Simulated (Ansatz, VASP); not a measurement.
# Cross-check of TaN between VASP and Ansatz, part 2 of 2

Wanted: the spread between two codes on one cell, functional and k mesh. The cell is taken from a series of runs on this material, whose earlier steps may have relaxed, scaled, displaced or heated it; both programs get it as it stands.

VASP 6.6.1 and Ansatz 0.2.0.

So far: The starting structure; Ansatz: zone-centre phonons, PBEsol.

## Step 3: VASP: zone-centre phonons, PBEsol

Level of this step: PBEsol; plane waves and PAW (N, Ta_pv) (VASP).

The same cell, functional, mesh and smearing now go to VASP, with its own data sets.

Lines of VASP's logs that name or quote its potential files are left out, and so is its time.

The input, INCAR:

```
SYSTEM = TaN
PREC = Accurate
ENCUT = 600
EDIFF = 1E-08
NELM = 120
ISMEAR = 1
SIGMA = 0.2
LREAL = .FALSE.
ALGO = Normal
GGA = PS
NBANDS = 14
LASPH = .TRUE.
LORBIT = 11
LWAVE = .FALSE.
LCHARG = .FALSE.
ISIF = 2
IBRION = 8
GGA_COMPAT = .FALSE.
KPAR = 2
```

The input, POSCAR:

```
TaN
1.0
   -0.0786901504      2.1785881262      2.1876905304
    2.1785881262     -0.0786901504      2.1876905304
    2.0998979758      2.0998979758      0.0000000000
N Ta
1 1
Direct
    0.0000000000      0.0000000000      0.0000000000
    0.5000000000      0.5000000000      0.5000000000
```

The input, KPOINTS:

```
Automatic mesh
0
Gamma
16 16 16
0 0 0
```

The projector-augmented-wave data sets are N and Ta_pv (PBE family, release 64).

Run with:

```bash
mpirun -np 2 vasp_std
```

Numbers of over 12 decimals in the logs are rounded to 6 here.

The program printed:

```text
[banner, memory and clock lines left out]
running    2 mpi-ranks, on    1 nodes
 distrk:  each k-point on    1 cores,    2 groups
 distr:  one band on    1 cores,    1 groups

 POSCAR found type information on POSCAR N Ta
 POSCAR found :  2 types and       2 ions
|                                                                             |
|               ----> ADVICE to this user running VASP <----                  |
|                                                                             |
|     You enforced a specific xc type in the INCAR file but a different       |
|     [... a line on the potential file left out ...]
|     I HOPE YOU KNOW WHAT YOU ARE DOING!                                     |
|                                                                             |

 LDA part: xc-table for (Slater+PW92), standard interpolation
 POSCAR, INCAR and KPOINTS ok, starting setup
 FFT: planning ... GRIDC
 FFT: planning ... GRID_SOFT
 FFT: planning ... GRID
 WAVECAR not read
 entering main loop
       N       E                     dE             d eps       ncg     rms          rms(c)
DAV:   1     0.978705750112E+02    0.97871E+02   -0.97222E+03 17396   0.135E+03
DAV:   2    -0.225914377169E+02   -0.12046E+03   -0.11341E+03 21330   0.344E+02
DAV:   3    -0.259598887568E+02   -0.33685E+01   -0.33252E+01 20252   0.547E+01
DAV:   4    -0.259777672851E+02   -0.17879E-01   -0.17865E-01 20384   0.406E+00
DAV:   5    -0.259778820505E+02   -0.11477E-03   -0.11476E-03 20126   0.303E-01    0.255E+01
DAV:   6    -0.233026190472E+02    0.26753E+01   -0.56697E+00 20836   0.278E+01    0.107E+01
DAV:   7    -0.232228214171E+02    0.79798E-01   -0.38843E-01 21624   0.605E+00    0.730E+00
DAV:   8    -0.231890154885E+02    0.33806E-01   -0.13219E-01 21042   0.337E+00    0.156E+00
DAV:   9    -0.231844328855E+02    0.45826E-02   -0.12908E-02 19548   0.102E+00    0.340E-01
DAV:  10    -0.231843090947E+02    0.12379E-03   -0.51894E-04 23754   0.288E-01    0.119E-01
DAV:  11    -0.231842735496E+02    0.35545E-04   -0.62853E-05 19850   0.862E-02    0.177E-02
DAV:  12    -0.231842735097E+02    0.39955E-07   -0.37039E-06 22606   0.203E-02    0.129E-03
DAV:  13    -0.231842733906E+02    0.11909E-06   -0.15300E-07 19340   0.337E-03    0.582E-04
DAV:  14    -0.231842733670E+02    0.23594E-07   -0.50825E-09 15042   0.960E-04    0.230E-04
DAV:  15    -0.231842733622E+02    0.48337E-08   -0.80664E-10 10272   0.431E-04
   1 F= -.23184273E+02 E0= -.23183897E+02  d E =-.113018E-02
 Linear response reoptimize wavefunctions to high precision
DAV:   1    -0.231842733618E+02    0.38017E-09   -0.68226E-11 13248   0.961E-05
DAV:   2    -0.231842733618E+02    0.31832E-11   -0.62618E-12  9876   0.301E-05
 Linear response DOF=           4
 Linear response progress:
  Degree of freedom:   1/  4
       N       E                     dE             d eps       ncg     rms          rms(c)
RMM:   1    -0.235724770302E+00   -0.23572E+00    0.14998E-01 68886   0.299E+00
RMM:   2    -0.231324476830E+00    0.44003E-02   -0.41454E-03 52299   0.527E-01    0.150E-01
RMM:   3    -0.232212904399E+00   -0.88843E-03   -0.87174E-04 47678   0.184E-01    0.766E-02
RMM:   4    -0.233552495129E+00   -0.13396E-02   -0.43109E-04 48750   0.128E-01    0.226E-02
RMM:   5    -0.233656500779E+00   -0.10401E-03   -0.20548E-05 55395   0.356E-02    0.271E-03
RMM:   6    -0.233657802421E+00   -0.13016E-05   -0.20479E-06 55544   0.767E-03    0.101E-03
RMM:   7    -0.233648055212E+00    0.97472E-05   -0.18629E-07 55985   0.227E-03    0.408E-04
RMM:   8    -0.233648996073E+00   -0.94086E-06   -0.52365E-08 60937   0.744E-04    0.186E-04
RMM:   9    -0.233648467281E+00    0.52879E-06   -0.30075E-09 61657   0.260E-04    0.220E-05
RMM:  10    -0.233648223542E+00    0.24374E-06   -0.10247E-08 60730   0.862E-05    0.150E-05
RMM:  11    -0.233648244277E+00   -0.20735E-07   -0.13234E-08 61504   0.381E-05    0.277E-06
RMM:  12    -0.233648270113E+00   -0.25836E-07   -0.95133E-09 57016   0.216E-05    0.240E-06
RMM:  13    -0.233648268903E+00    0.12098E-08   -0.18271E-08 50635   0.148E-05    0.411E-07
 first order change of Fermi-energy  -0.25735E-03
 force on displaced ion       1 direction 1 :  -9.006   0.764   0.000
 Linear response progress:
  Degree of freedom:   2/  4
       N       E                     dE             d eps       ncg     rms          rms(c)
RMM:   1    -0.234755164083E+00   -0.23476E+00    0.15935E-01 38308   0.297E+00
RMM:   2    -0.231184836476E+00    0.35703E-02   -0.40368E-03 29492   0.516E-01    0.149E-01
RMM:   3    -0.232062106208E+00   -0.87727E-03   -0.86419E-04 26693   0.182E-01    0.756E-02
RMM:   4    -0.233389287088E+00   -0.13272E-02   -0.43210E-04 27228   0.127E-01    0.224E-02
RMM:   5    -0.233485767709E+00   -0.96481E-04   -0.20442E-05 31114   0.354E-02    0.262E-03
RMM:   6    -0.233485641611E+00    0.12610E-06   -0.19637E-06 31043   0.752E-03    0.976E-04
RMM:   7    -0.233476163969E+00    0.94776E-05   -0.19821E-07 31234   0.220E-03    0.397E-04
RMM:   8    -0.233477053958E+00   -0.88999E-06   -0.46155E-08 33922   0.726E-04    0.171E-04
RMM:   9    -0.233476456219E+00    0.59774E-06    0.41988E-09 34219   0.252E-04    0.225E-05
RMM:  10    -0.233476213872E+00    0.24235E-06   -0.11233E-08 34087   0.822E-05    0.156E-05
RMM:  11    -0.233476224966E+00   -0.11095E-07   -0.96989E-09 34702   0.348E-05    0.583E-06
RMM:  12    -0.233476256007E+00   -0.31041E-07    0.27817E-09 31158   0.205E-05    0.209E-06
RMM:  13    -0.233476259786E+00   -0.37782E-08    0.84642E-09 28557   0.130E-05    0.395E-07
 first order change of Fermi-energy  -0.27018E-03
 force on displaced ion       1 direction 3 :  -0.000  -0.000  -7.875
 Linear response progress:
  Degree of freedom:   3/  4
       N       E                     dE             d eps       ncg     rms          rms(c)
RMM:   1    -0.135091229218E+00   -0.13509E+00    0.11527E+01 31875   0.246E+01
RMM:   2    -0.164084195289E+00   -0.28993E-01   -0.26899E-02 48764   0.149E+00    0.114E-01
RMM:   3    -0.163322279609E+00    0.76192E-03   -0.20686E-03 57403   0.295E-01    0.521E-02
RMM:   4    -0.162803830172E+00    0.51845E-03   -0.18415E-04 62107   0.952E-02    0.189E-02
RMM:   5    -0.162601422963E+00    0.20241E-03   -0.17330E-05 62615   0.258E-02    0.503E-03
RMM:   6    -0.162584661363E+00    0.16762E-04   -0.26432E-06 59889   0.879E-03    0.854E-04
RMM:   7    -0.162581423272E+00    0.32381E-05   -0.57993E-07 63298   0.260E-03    0.340E-04
RMM:   8    -0.162582943564E+00   -0.15203E-05   -0.48814E-07 66810   0.924E-04    0.112E-04
RMM:   9    -0.162583935104E+00   -0.99154E-06   -0.35638E-07 65823   0.356E-04    0.453E-05
RMM:  10    -0.162584527641E+00   -0.59254E-06   -0.17233E-07 58413   0.221E-04    0.746E-06
RMM:  11    -0.162584519082E+00    0.85587E-08   -0.11487E-07 69197   0.102E-04    0.628E-06
RMM:  12    -0.162584553567E+00   -0.34485E-07   -0.58870E-08 62914   0.545E-05    0.138E-06
RMM:  13    -0.162584553938E+00   -0.37077E-09   -0.36398E-08 60135   0.327E-05    0.989E-07
 first order change of Fermi-energy   0.54076E-03
 force on displaced ion       2 direction 1 :  -9.009   0.762   0.000
 Linear response progress:
  Degree of freedom:   4/  4
       N       E                     dE             d eps       ncg     rms          rms(c)
RMM:   1    -0.137835780600E+00   -0.13784E+00    0.11343E+01 18320   0.243E+01
RMM:   2    -0.166081227951E+00   -0.28245E-01   -0.26080E-02 27343   0.148E+00    0.108E-01
RMM:   3    -0.165391662770E+00    0.68957E-03   -0.20545E-03 32197   0.291E-01    0.499E-02
RMM:   4    -0.164906047316E+00    0.48562E-03   -0.16073E-04 34638   0.888E-02    0.185E-02
RMM:   5    -0.164704177410E+00    0.20187E-03   -0.15207E-05 34670   0.244E-02    0.471E-03
RMM:   6    -0.164689928697E+00    0.14249E-04   -0.41621E-06 33334   0.843E-03    0.803E-04
RMM:   7    -0.164687196773E+00    0.27319E-05   -0.18824E-06 35468   0.244E-03    0.336E-04
RMM:   8    -0.164688588413E+00   -0.13916E-05   -0.48919E-07 37033   0.856E-04    0.842E-05
RMM:   9    -0.164689412370E+00   -0.82396E-06   -0.58274E-07 36502   0.323E-04    0.450E-05
RMM:  10    -0.164689858231E+00   -0.44586E-06   -0.31630E-07 32861   0.202E-04    0.120E-05
RMM:  11    -0.164690004996E+00   -0.14677E-06   -0.16446E-07 35824   0.102E-04    0.545E-06
RMM:  12    -0.164689982558E+00    0.22439E-07   -0.84924E-08 34578   0.521E-05    0.124E-06
RMM:  13    -0.164689995406E+00   -0.12849E-07   -0.67951E-08 34534   0.286E-05    0.764E-07
RMM:  14    -0.164689990804E+00    0.46021E-08   -0.26816E-08 24548   0.180E-05    0.131E-06
 first order change of Fermi-energy   0.48696E-03
 force on displaced ion       2 direction 3 :  -0.000  -0.000  -7.874
 Linear response finished
```

OUTCAR, selected parts (step 3):

```text
ion  position               nearest neighbor table
   1  0.000  0.000  0.000-   2 2.18   2 2.18   2 2.18   2 2.18   2 2.19   2 2.19
   2  0.500  0.500  0.500-   1 2.18   1 2.18   1 2.18   1 2.18   1 2.19   1 2.19

  LATTYP: Found a body centered orthorhombic cell.
 ALAT       =     2.9697041970
 B/A-ratio  =     1.0749466415
 C/A-ratio  =     1.4733390165

 Subroutine GETGRP returns: Found  8 space group operations
 (whereof  8 operations were pure point group operations)

The static configuration has the point symmetry D_2h.

 Found    621 irreducible k-points:

   k-points           NKPTS =    621   k-points in BZ     NKDIM =    621   number of bands    NBANDS=     14

   dimension x,y,z NGX =    28 NGY =   28 NGZ =   24
   dimension x,y,z NGXF=    56 NGYF=   56 NGZF=   48

   ENCUT  =  600.0 eV  44.10 Ry    6.64 a.u.   6.17  6.17  5.93*2*pi/ulx,y,z

   NELECT =      16.0000    total number of electrons

 k-points in reciprocal lattice and weights: Automatic mesh
   0.00000000  0.00000000  0.00000000       0.000
   0.06250000 -0.00000000  0.00000000       0.001
   0.12500000 -0.00000000  0.00000000       0.001
   0.18750000 -0.00000000  0.00000000       0.001
   0.25000000 -0.00000000  0.00000000       0.001
   0.31250000 -0.00000000  0.00000000       0.001
   0.37500000 -0.00000000  0.00000000       0.001
   0.43750000 -0.00000000  0.00000000       0.001
   0.50000000 -0.00000000  0.00000000       0.000
[...]
0.25000000  0.25000000  0.50000000       0.000
  -0.25000000  0.25000000  0.50000000       0.000

 average (electrostatic) potential at core
       1 -61.0810       2 -34.2736

  Total        0.8450260      0.8450260      0.1493820      0.6786420      0.0000000      0.0000000
  in kB       65.2801999     65.2801999     11.5401013     52.4266528      0.0000000      0.0000000
  external PRESSURE =      47.3668337 kB  Pullay stress =       0.0000000 kB

  energy-cutoff  :      600.00
  volume of cell :       20.74
      direct lattice vectors                 reciprocal lattice vectors
    -0.078690150  2.178588126  2.187690530    -0.221505698  0.221505698  0.228551522
     2.178588126 -0.078690150  2.187690530     0.221505698 -0.221505698  0.228551522
     2.099897976  2.099897976  0.000000000     0.238106806  0.238106806 -0.228551522

 POSITION                                       TOTAL-FORCE (eV/Angst)
 -----------------------------------------------------------------------------------
      0.00000      0.00000      0.00000         0.000000      0.000000      0.000000
      2.09990      2.09990      2.18769         0.000000     -0.000000     -0.000000
 -----------------------------------------------------------------------------------
    total drift:                                0.000000      0.000000      0.000000

 Eigenvectors and eigenvalues of the dynamical matrix
 ----------------------------------------------------

   1 f  =   13.555671 THz    85.172793 2PiTHz  452.168516 cm-1    56.061726 meV
             X         Y         Z           dx          dy          dz
      0.000000  0.000000  0.000000    -0.681240    0.681240    0.000000
      2.099898  2.099898  2.187691     0.189504   -0.189504   -0.000000

   2 f  =   12.450378 THz    78.228032 2PiTHz  415.299906 cm-1    51.490603 meV
             X         Y         Z           dx          dy          dz
      0.000000  0.000000  0.000000     0.681228    0.681228   -0.000000
      2.099898  2.099898  2.187691    -0.189549   -0.189549   -0.000000

   3 f  =   12.169707 THz    76.464524 2PiTHz  405.937732 cm-1    50.329842 meV
             X         Y         Z           dx          dy          dz
      0.000000  0.000000  0.000000     0.000000    0.000000    0.963429
      2.099898  2.099898  2.187691    -0.000000    0.000000   -0.267965

   4 f/i=    0.000121 THz     0.000761 2PiTHz    0.004041 cm-1     0.000501 meV
             X         Y         Z           dx          dy          dz
      0.000000  0.000000  0.000000     0.189504   -0.189504   -0.000000
      2.099898  2.099898  2.187691     0.681240   -0.681240   -0.000000

   5 f/i=    0.000316 THz     0.001984 2PiTHz    0.010530 cm-1     0.001306 meV
             X         Y         Z           dx          dy          dz
      0.000000  0.000000  0.000000     0.000000   -0.000000    0.267965
      2.099898  2.099898  2.187691     0.000000   -0.000000    0.963429

   6 f/i=    0.000940 THz     0.005905 2PiTHz    0.031347 cm-1     0.003887 meV
             X         Y         Z           dx          dy          dz
      0.000000  0.000000  0.000000     0.189549    0.189549   -0.000000
      2.099898  2.099898  2.187691     0.681228    0.681228   -0.000000

 ELASTIC MODULI CONTR FROM IONIC RELAXATION (kBar)
 Direction    XX          YY          ZZ          XY          YZ          ZX
 --------------------------------------------------------------------------------
 XX           0.0000      0.0000      0.0000      0.0000      0.0000      0.0000
 YY           0.0000      0.0000      0.0000      0.0000      0.0000      0.0000
 ZZ           0.0000      0.0000      0.0000      0.0000      0.0000      0.0000
 XY           0.0000      0.0000      0.0000      0.0000      0.0000      0.0000
 YZ           0.0000      0.0000      0.0000      0.0000      0.0000      0.0000
 ZX           0.0000      0.0000      0.0000      0.0000      0.0000      0.0000
 --------------------------------------------------------------------------------
```

## Step 4: Comparison

Known differences besides the potentials themselves: the data sets hold 18 valence electrons in Ansatz (on its PAW soft_1 files) and 16 in VASP; the cutoff is 420 eV in Ansatz and 600 eV in VASP; Ansatz makes its cores anew for this functional, VASP keeps those of its PBE data sets. Total energies have different zeros and are not compared.

The two programs side by side:

```
             quantity  Ansatz   VASP  difference
optical mode 1 (cm⁻¹)   405.1  405.9     -0.19 %
optical mode 2 (cm⁻¹)   414.9  415.3     -0.10 %
optical mode 3 (cm⁻¹)   450.7  452.2     -0.32 %
```

Modes are paired by rising frequency, not by their patterns, so a pair may set unlike modes beside each other; they are those without the splitting of longitudinal modes.

## Step 5: Results

```
r.m.s. difference of the optical zone-centre modes, each program's sorted by frequency (zone-centre phonons, PBEsol) : 0.98 cm⁻¹
```

In words: The r.m.s. difference of the optical zone-centre modes, each program's sorted by frequency is 0.98 cm⁻¹ (zone-centre phonons, PBEsol). The data sets hold unlike numbers of valence electrons (18 in Ansatz and 16 in VASP), so part of the differences comes from the potentials. How closely two codes agree says nothing of how well the functional describes the real material.

[Lines on the potential files, build, host, timing and source positions are cut from VASP's logs without a mark.]

[Logs are printed without paths, hosts, clocks, repeated set-up lines and the standing remarks that a program may print on its own settings, such as how far it seeks lower states.]

[Hosts, paths, dates, database ids (printed as entryN), source tags and the programs' standing remarks are cut or masked in the printed files.]
